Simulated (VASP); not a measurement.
All values below come from r2SCAN meta-GGA, VASP's PBE PAW potentials (set 64) (plane waves; VASP).

VASP input:

File KPOINTS:
```
Automatic mesh
0
Gamma
17 17 9
0 0 0
```

INCAR:
```
ENCUT  =  400   ! plane-wave cut-off (eV)
ISIF  =  3   ! ions, shape and volume
LMIXTAU  =  .True.
NELM  =  100   ! most electronic steps
SIGMA  =  0.1   ! width (eV)
METAGGA  =  R2SCAN
PREC  =  Accurate
IBRION  =  2   ! conjugate gradients
EDIFFG  =  -0.01   ! ionic stop
EDIFF  =  1E-6   ! SCF stop (eV)
LREAL  =  .False.
LWAVE  =  .False.
ALGO  =  Normal   ! blocked Davidson
LASPH  =  .True.
ISMEAR  =  1
SYSTEM  =  Be
NSW  =  60   ! most ionic steps
LCHARG  =  .False.
```

POSCAR:
```
Be
1
    1.1329041964    -1.9622474592    -0.0000000000
    1.1329041964     1.9622474592     0.0000000000
   -0.0000000000    -0.0000000000     3.5612626566
Be
2
Direct
  0.3333330000   0.6666670000   0.2500000000
  0.6666670000   0.3333330000   0.7500000000
```

POTCAR, in this order: Be (PBE.64 set). Program: vasp_std.

The resulting files:

### OSZICAR
```
       N       E                     dE             d eps       ncg     rms          rms(c)
DAV:   1    -0.514052249358E+01   -0.51405E+01   -0.15943E+03  1998   0.461E+02
DAV:   2    -0.893494545574E+01   -0.37944E+01   -0.35832E+01  3042   0.523E+01
DAV:   3    -0.895679188739E+01   -0.21846E-01   -0.21855E-01  2604   0.379E+00
DAV:   4    -0.895682159011E+01   -0.29703E-04   -0.29703E-04  2916   0.109E-01
DAV:   5    -0.895682163172E+01   -0.41613E-07   -0.41231E-07  2556   0.175E-03    0.129E+00
DAV:   6    -0.867567075838E+01    0.28115E+00   -0.94645E-02  2124   0.286E+00    0.760E-01
DAV:   7    -0.865488472088E+01    0.20786E-01   -0.14720E-02  2160   0.117E+00    0.129E-01
DAV:   8    -0.867629209574E+01   -0.21407E-01   -0.83600E-03  2298   0.850E-01    0.117E-02
DAV:   9    -0.867496670457E+01    0.13254E-02   -0.20713E-04  2520   0.150E-01    0.113E-02
DAV:  10    -0.867471304327E+01    0.25366E-03   -0.20096E-05  2388   0.441E-02    0.656E-03
DAV:  11    -0.867468716957E+01    0.25874E-04   -0.92591E-06  2544   0.229E-02    0.178E-03
DAV:  12    -0.867468932202E+01   -0.21525E-05   -0.26658E-06  2262   0.179E-02    0.186E-04
DAV:  13    -0.867469071702E+01   -0.13950E-05   -0.92401E-09  1260   0.979E-04    0.777E-05
DAV:  14    -0.867468951641E+01    0.12006E-05   -0.83385E-09  1164   0.651E-04    0.322E-05
DAV:  15    -0.867469011567E+01   -0.59926E-06   -0.13630E-09  1104   0.305E-04
   1 F= -.86746901E+01 E0= -.86747937E+01  d E =-.867469E+01
```

OUTCAR:
```
------------------------ aborting loop because EDIFF is reached ----------------------------------------
  FORCE on cell =-STRESS in cart. coord.  units (eV):
  Direction    XX          YY          ZZ          XY          YZ          ZX
  --------------------------------------------------------------------------------------
  Total        0.0143888      0.0143888     -0.0082744      0.0000000     -0.0000000      0.0000000
  in kB        1.4559764      1.4559762     -0.8372720      0.0000000     -0.0000000      0.0000000
  external PRESSURE =       0.6915602 kB  Pullay stress =       0.0000000 kB
  volume of cell :       15.83
      direct lattice vectors                 reciprocal lattice vectors
     1.132904196 -1.962247459  0.000000000     0.441343585 -0.254809860  0.000000000
     1.132904196  1.962247459  0.000000000     0.441343585  0.254809860  0.000000000
     0.000000000  0.000000000  3.561262657     0.000000000  0.000000000  0.280799283
 POSITION                                       TOTAL-FORCE (eV/Angst)
 -----------------------------------------------------------------------------------
      1.13290      0.65408      0.89032         0.000000      0.000000      0.000000
      1.13290     -0.65408      2.67095        -0.000000     -0.000000      0.000000
 -----------------------------------------------------------------------------------
    total drift:                                0.000000     -0.000003      0.000004
  FREE ENERGIE OF THE ION-ELECTRON SYSTEM (eV)
  ---------------------------------------------------
  free  energy   TOTEN  =        -8.6746901157 eV

  energy  without entropy=       -8.6750008403  energy(sigma->0) =       -8.67479369

 reached required accuracy - stopping structural energy minimisation
```
(Selected blocks of OUTCAR.)

The compound is Be in the hcp structure. It was relaxed first. The start is the result of an earlier pass.
